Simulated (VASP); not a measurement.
Data:

```yaml
crystal:
  lattice:
    - [0.00000, 2.57055, 2.57055]
    - [2.57055, 0.00000, 2.57055]
    - [2.57055, 2.57055, 0.00000]
  atoms:
    - { symbol: Li, position: [0.00000, 0.00000, 0.00000] }
    - { symbol: Cl, position: [0.50000, 0.50000, 0.50000] }
```

Computed with PBE GGA, VASP's PBE PAW potentials (set 64) (plane waves; VASP). Numerical set-up: 520 eV cut-off, 10×10×10 Γ-centred mesh, tetrahedra with Blöchl corrections, potentials Li_sv Cl.

Task: What does the run give for the energy per atom (σ→0), band gap (on the k-mesh) with the smallest direct gap where there is one?

Result: 
```json
{
 "band gap (on the k-mesh)": "6.30 eV",
 "smallest direct gap (on the k-mesh)": "6.30 eV",
 "energy per atom (σ→0)": "-3.693 eV/atom"
}
```

The absolute energy has meaning only against runs of the same code, potentials and settings.

The structure was generated: LiCl was put into the rock salt type (Fm-3m), which need not be its known phase. It was relaxed first, which changed the volume by +11 %.
